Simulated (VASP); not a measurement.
Consider the following.

```xyz
2
Lattice="2.8800 0.0000 0.0000 0.0000 2.8800 0.0000 0.0000 0.0000 2.8800" Properties=species:S:1:pos:R:3 pbc="T T T"
Cr     0.0000     0.0000     0.0000
Cr     1.4400     1.4400     1.4400
```
Starting moments (μB, in the order of the record's atoms Cr Cr): 1.5 -1.5.

The numbers are results of revPBE GGA, VASP's PBE PAW potentials (set 64) (plane waves; VASP), not measurements. Run with 520 eV cut-off, 11×11×11 Γ-centred mesh, first-order Methfessel-Paxton smearing of 0.10 eV, potentials Cr_pv.

### Question
The ions, cell shape and volume are relaxed. Which structure does the run end with?

### Answer

```xyz
2
Lattice="2.8919 0.0000 0.0000 0.0000 2.8919 0.0000 0.0000 0.0000 2.8919" Properties=species:S:1:pos:R:3 pbc="T T T"
Cr     0.0000     0.0000     0.0000
Cr     1.4460     1.4460     1.4460
```
Space group Im-3m (229), at a tolerance of 0.03 Å. The cell ends with 0.00 μB, on the sites 1.38 -1.38 μB.

### Question
How do energy and volume change from the first to the last step?

### Answer
The energy (σ→0) changes by -0.9 meV/atom and the volume by +1.2 %, in 3 ionic steps.

| step | E(σ→0) (eV) | max force (eV/Å) | pressure (GPa) | volume (Å³) |
|---|---|---|---|---|
| 1 | -18.2648 | 0.000 | 1.99 | 23.89 |
| 2 | -18.2656 | 0.000 | -1.36 | 24.40 |
| 3 | -18.2665 | 0.000 | 0.03 | 24.19 |

The compound is Cr in the bcc, AFM order structure. This run relaxes it. Symmetry was kept, so distortions that lower it aren't found.
